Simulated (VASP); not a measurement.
Here is a VASP 6.6.1 calculation.

File INCAR:

```
SYSTEM = Na4Ir
PREC     = Accurate       ! precision mode
ENCUT    = 600            ! plane-wave cutoff, eV
EDIFF    = 1E-7           ! SCF threshold, eV
ISMEAR   = -1             ! smearing method
SIGMA    = 0.05           ! smearing width, eV
LREAL    = .False.        ! projectors in reciprocal space
LASPH    = .True.         ! aspherical terms in the spheres
NELM     = 100            ! most SCF steps
ALGO     = Fast           ! electronic algorithm
ISIF     = 3              ! what is computed and relaxed
LWAVE    = .False.        ! write WAVECAR
LCHARG   = .False.        ! write CHGCAR
GGA      = PE             ! functional
IVDW     = 2              ! dispersion correction
IBRION   = 2              ! ionic algorithm
NSW      = 60             ! ionic steps
EDIFFG   = -0.005         ! ionic threshold
```

File KPOINTS:

```
regular mesh
0
Gamma
  3 3 3
  0 0 0
```

File POSCAR:

```
Na4Ir
1.0
    0.0000000000      5.7735500000      5.7735500000
    5.7735500000      0.0000000000      5.7735500000
    5.7735500000      5.7735500000      0.0000000000
Na Ir
4 1
Direct
    0.8616800000      0.4149600000      0.8616800000
    0.8616800000      0.8616800000      0.4149600000
    0.8616800000      0.8616800000      0.8616800000
    0.4149600000      0.8616800000      0.8616800000
    0.0000000000      0.0000000000      0.0000000000
```

Potentials or basis: VASP PAW PBE potentials, release 64 (Na_pv, Ir).

Launch:

```console
$ cat potpaw_PBE.64/Na_pv/POTCAR potpaw_PBE.64/Ir/POTCAR > POTCAR
$ mpirun -np 1 vasp_std > vasp.out
```

Problem. Predict the band gap on the k mesh.

Solution. None (metal or under the smearing width).

Problem. Predict the relaxed volume.

Solution. 68.22 Å³/atom.

Problem. Estimate the relaxed cell.

Solution. a = 7.843 Å, b = 7.843 Å, c = 7.843 Å, α = 60.00°, β = 60.00°, γ = 60.00°.

Forces in eV/Å, atoms in the order of the input:
```
Na  -0.003  0.003 -0.003
Na  -0.003 -0.003  0.003
Na   0.003  0.003  0.003
Na   0.003 -0.003 -0.003
Ir   0.000  0.000  0.000
```

Caveat: atom-pairwise D2, TS and ULG terms overbind metals; pairwise dispersion overbinds metals, which lowers pressure and volume. The run has no spin-orbit coupling, so splittings on Ir are missing.
